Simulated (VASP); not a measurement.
Input:

```
CELL_PARAMETERS angstrom
      0.00000     1.94500     1.94500
      1.94500     0.00000     1.94500
      1.94500     1.94500     0.00000
ATOMIC_POSITIONS crystal
  Pd 0.00000 0.00000 0.00000
```

Calculation: revPBE GGA, VASP's PBE PAW potentials (set 64) (plane waves; VASP 6.6.1). Settings: 520 eV cut-off, 14×14×14 Γ-centred mesh, first-order Methfessel-Paxton smearing of 0.10 eV, potentials Pd.

Energy and stress use the plane-wave basis of the starting cell.

Problem. The ions, cell shape and volume are relaxed. Which structure does the run end with?

Solution. 
```
CELL_PARAMETERS angstrom
      0.00000     1.98437     1.98437
      1.98437     0.00000     1.98437
      1.98437     1.98437     0.00000
ATOMIC_POSITIONS crystal
  Pd 0.00000 0.00000 0.00000
```
Space group Fm-3m (225), at a tolerance of 0.03 Å.

Problem. How do energy and volume change from the first to the last step?

Solution. The energy (σ→0) changes by -28.9 meV/atom and the volume by +6.2 %, in 4 ionic steps.

The compound is Pd in the fcc structure. This run relaxes it. Symmetry was kept, so distortions that lower it aren't found.
